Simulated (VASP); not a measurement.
The cell holds one Ba (bcc) (110) slab, with vacuum along c, ions free to move until forces fall under 0.03 eV/Å, no reconstruction beyond this cell, dipole correction on.

Given:

```
CELL_PARAMETERS angstrom
      4.24002     0.00000     0.00000
     -1.41334     3.99753     0.00000
      0.00000     0.00000    25.01525
ATOMIC_POSITIONS crystal
  Ba 0.50000 0.50000 0.36382
  Ba 0.00000 0.00000 0.50000
  Ba 0.50000 0.50000 0.63618
```

Computed with PBEsol GGA, VASP's PBE PAW potentials (set 64) (plane waves; VASP 6.6.1). Settings: 400 eV cut-off, 7×7×1 Γ-centred mesh, first-order Methfessel-Paxton smearing of 0.10 eV, potentials Ba_sv.

Slab and bulk use different k-meshes, so the surface energy is good to a few per cent at best. Unless said otherwise, spin-orbit coupling is left out, though it shifts the bands of the heavy elements here.

### Question
Predict its surface energy, work function, band gap (on the k-mesh).

### Answer

```yaml
surface_energy: 0.37 J/m²
work_function: 2.49 eV
band gap (on the k-mesh): none (metal, semimetal or under 0.01 eV)
```

The cell is a thin slab with vacuum, built from Ba (bcc): (110) face.
